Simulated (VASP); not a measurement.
OSZICAR of a VASP run on SeSi$_{63}$:

### OSZICAR
```
       N       E                     dE             d eps       ncg     rms          rms(c)
DAV:   1     0.118427771459E+04    0.11843E+04   -0.96955E+04   324   0.114E+03
DAV:   2    -0.192860282169E+03   -0.13771E+04   -0.13168E+04   432   0.204E+02
DAV:   3    -0.338896195422E+03   -0.14604E+03   -0.14001E+03   392   0.603E+01
DAV:   4    -0.343885052227E+03   -0.49889E+01   -0.49618E+01   392   0.133E+01
DAV:   5    -0.344008759059E+03   -0.12371E+00   -0.12322E+00   392   0.221E+00    0.280E+01
RMM:   6    -0.338976802146E+03    0.50320E+01   -0.41504E+00   326   0.276E+00    0.174E+01
RMM:   7    -0.337184547651E+03    0.17923E+01   -0.97924E+00   341   0.435E+00    0.262E+00
RMM:   8    -0.337107761060E+03    0.76787E-01   -0.15002E+00   326   0.195E+00    0.115E+00
RMM:   9    -0.337113232737E+03   -0.54717E-02   -0.26737E-01   328   0.912E-01    0.535E-01
RMM:  10    -0.337118162008E+03   -0.49293E-02   -0.50772E-02   330   0.466E-01    0.470E-01
RMM:  11    -0.337119642863E+03   -0.14809E-02   -0.34546E-02   326   0.290E-01    0.338E-01
RMM:  12    -0.337120203399E+03   -0.56054E-03   -0.51654E-03   325   0.156E-01    0.788E-02
RMM:  13    -0.337120373749E+03   -0.17035E-03   -0.18671E-03   338   0.820E-02    0.686E-02
RMM:  14    -0.337120396327E+03   -0.22578E-04   -0.25758E-04   355   0.323E-02    0.905E-02
RMM:  15    -0.337120361327E+03    0.35000E-04   -0.64275E-05   269   0.146E-02    0.108E-01
RMM:  16    -0.337120324776E+03    0.36552E-04   -0.90825E-05   279   0.120E-02    0.905E-02
RMM:  17    -0.337120322079E+03    0.26966E-05   -0.31334E-05   227   0.760E-03
   1 F= -.33712032E+03 E0= -.33712032E+03  d E =-.337120E+03
       N       E                     dE             d eps       ncg     rms          rms(c)
DAV:   1    -0.337901360574E+03   -0.78104E+00   -0.15867E+01   352   0.680E+00    0.254E+00
RMM:   2    -0.337999201626E+03   -0.97841E-01   -0.14706E+00   324   0.210E+00    0.145E+00
RMM:   3    -0.338015755244E+03   -0.16554E-01   -0.22427E-01   334   0.909E-01    0.966E-01
RMM:   4    -0.338015194301E+03    0.56094E-03   -0.35550E-02   327   0.393E-01    0.165E-01
RMM:   5    -0.338015820870E+03   -0.62657E-03   -0.84579E-03   356   0.178E-01    0.145E-01
RMM:   6    -0.338015935931E+03   -0.11506E-03   -0.20583E-03   331   0.790E-02    0.692E-02
RMM:   7    -0.338015945542E+03   -0.96104E-05   -0.46246E-04   323   0.425E-02    0.247E-02
RMM:   8    -0.338015954025E+03   -0.84837E-05   -0.13172E-04   291   0.223E-02    0.124E-02
RMM:   9    -0.338015955398E+03   -0.13730E-05   -0.28843E-05   213   0.100E-02
   2 F= -.33801596E+03 E0= -.33801596E+03  d E =-.895633E+00
       N       E                     dE             d eps       ncg     rms          rms(c)
DAV:   1    -0.338098651345E+03   -0.82697E-01   -0.42391E+00   352   0.351E+00    0.120E+00
RMM:   2    -0.338119061866E+03   -0.20411E-01   -0.35073E-01   324   0.105E+00    0.685E-01
RMM:   3    -0.338123799147E+03   -0.47373E-02   -0.59021E-02   335   0.466E-01    0.442E-01
RMM:   4    -0.338123691456E+03    0.10769E-03   -0.88731E-03   324   0.201E-01    0.610E-02
RMM:   5    -0.338123800010E+03   -0.10855E-03   -0.21311E-03   354   0.924E-02    0.558E-02
RMM:   6    -0.338123824893E+03   -0.24882E-04   -0.55238E-04   326   0.416E-02    0.245E-02
RMM:   7    -0.338123830554E+03   -0.56612E-05   -0.10755E-04   280   0.210E-02    0.119E-02
RMM:   8    -0.338123832555E+03   -0.20012E-05   -0.27156E-05   216   0.102E-02
   3 F= -.33812383E+03 E0= -.33812383E+03  d E =-.100351E+01
       N       E                     dE             d eps       ncg     rms          rms(c)
DAV:   1    -0.338215222240E+03   -0.91392E-01   -0.24159E+00   352   0.288E+00    0.813E-01
RMM:   2    -0.338226933807E+03   -0.11712E-01   -0.15074E-01   324   0.828E-01    0.354E-01
RMM:   3    -0.338228505287E+03   -0.15715E-02   -0.26132E-02   328   0.373E-01    0.191E-01
RMM:   4    -0.338228717200E+03   -0.21191E-03   -0.45121E-03   343   0.162E-01    0.682E-02
RMM:   5    -0.338228785102E+03   -0.67903E-04   -0.78936E-04   351   0.662E-02    0.335E-02
RMM:   6    -0.338228800248E+03   -0.15146E-04   -0.15882E-04   314   0.297E-02    0.876E-03
RMM:   7    -0.338228803657E+03   -0.34088E-05   -0.44227E-05   244   0.140E-02
   4 F= -.33822880E+03 E0= -.33822880E+03  d E =-.104971E+00
       N       E                     dE             d eps       ncg     rms          rms(c)
DAV:   1    -0.338234165951E+03   -0.53657E-02   -0.25474E-01   368   0.933E-01    0.262E-01
RMM:   2    -0.338235413004E+03   -0.12471E-02   -0.15795E-02   324   0.269E-01    0.115E-01
RMM:   3    -0.338235585119E+03   -0.17212E-03   -0.27755E-03   329   0.122E-01    0.612E-02
RMM:   4    -0.338235607116E+03   -0.21997E-04   -0.46613E-04   341   0.526E-02    0.210E-02
RMM:   5    -0.338235614729E+03   -0.76122E-05   -0.86283E-05   299   0.219E-02
   5 F= -.33823561E+03 E0= -.33823561E+03  d E =-.111782E+00
       N       E                     dE             d eps       ncg     rms          rms(c)
DAV:   1    -0.338256272794E+03   -0.20666E-01   -0.61376E-01   328   0.147E+00    0.406E-01
RMM:   2    -0.338259145302E+03   -0.28725E-02   -0.37720E-02   324   0.420E-01    0.172E-01
RMM:   3    -0.338259661903E+03   -0.51660E-03   -0.67542E-03   331   0.189E-01    0.990E-02
RMM:   4    -0.338259690020E+03   -0.28118E-04   -0.10081E-03   328   0.813E-02    0.273E-02
RMM:   5    -0.338259714928E+03   -0.24908E-04   -0.26127E-04   363   0.371E-02    0.166E-02
RMM:   6    -0.338259717857E+03   -0.29293E-05   -0.46855E-05   252   0.149E-02
   6 F= -.33825972E+03 E0= -.33825972E+03  d E =-.241031E-01
       N       E                     dE             d eps       ncg     rms          rms(c)
DAV:   1    -0.338261608098E+03   -0.18932E-02   -0.10631E-01   360   0.610E-01    0.170E-01
RMM:   2    -0.338262102156E+03   -0.49406E-03   -0.64561E-03   324   0.175E-01    0.712E-02
RMM:   3    -0.338262194284E+03   -0.92128E-04   -0.11801E-03   334   0.787E-02    0.408E-02
RMM:   4    -0.338262199086E+03   -0.48021E-05   -0.16969E-04   327   0.336E-02    0.115E-02
RMM:   5    -0.338262203103E+03   -0.40174E-05   -0.41185E-05   246   0.153E-02
   7 F= -.33826220E+03 E0= -.33826220E+03  d E =-.265884E-01
       N       E                     dE             d eps       ncg     rms          rms(c)
DAV:   1    -0.338265498118E+03   -0.32990E-02   -0.11719E-01   328   0.641E-01    0.178E-01
RMM:   2    -0.338266089636E+03   -0.59152E-03   -0.72823E-03   324   0.185E-01    0.731E-02
RMM:   3    -0.338266178558E+03   -0.88922E-04   -0.12693E-03   330   0.835E-02    0.415E-02
RMM:   4    -0.338266184877E+03   -0.63192E-05   -0.20107E-04   333   0.361E-02    0.139E-02
RMM:   5    -0.338266188839E+03   -0.39620E-05   -0.42463E-05   241   0.158E-02
   8 F= -.33826619E+03 E0= -.33826619E+03  d E =-.398574E-02
       N       E                     dE             d eps       ncg     rms          rms(c)
DAV:   1    -0.338266344368E+03   -0.15949E-03   -0.98097E-03   360   0.186E-01    0.522E-02
RMM:   2    -0.338266396515E+03   -0.52148E-04   -0.63051E-04   324   0.547E-02    0.215E-02
RMM:   3    -0.338266404671E+03   -0.81560E-05   -0.11118E-04   328   0.250E-02    0.123E-02
RMM:   4    -0.338266405511E+03   -0.83957E-06   -0.17989E-05   197   0.109E-02
   9 F= -.33826641E+03 E0= -.33826641E+03  d E =-.420241E-02
       N       E                     dE             d eps       ncg     rms          rms(c)
DAV:   1    -0.338266991038E+03   -0.58637E-03   -0.26904E-02   336   0.308E-01    0.812E-02
RMM:   2    -0.338267126358E+03   -0.13532E-03   -0.15147E-03   324   0.853E-02    0.324E-02
RMM:   3    -0.338267144321E+03   -0.17963E-04   -0.25108E-04   328   0.389E-02    0.167E-02
RMM:   4    -0.338267145891E+03   -0.15705E-05   -0.42637E-05   256   0.172E-02
  10 F= -.33826715E+03 E0= -.33826715E+03  d E =-.740380E-03
```

Question: Which electronic solver shows in the log?

Answer: It is blocked Davidson (ALGO = Normal, or the opening steps of other solvers) and then RMM-DIIS (ALGO = Fast or VeryFast). The INCAR had ALGO = Fast.

Question: Can the final energy be trusted as converged?

Answer: The run converged. It stopped with EDIFF = 1E-5, NELM = 100, NSW = 60 and EDIFFG = -0.03 after 10 ionic steps (PBE GGA, plane waves, VASP's PBE PAW potentials (set 64)). The supercell is sampled at Γ alone, which is coarse: total energies, pressure and levels can be off, energies of defects by several tenths of an eV.

The cell is a supercell with a defect, built from Si (diamond): Se_Si. The run is not spin-polarised, so no state with unpaired spins was tried.
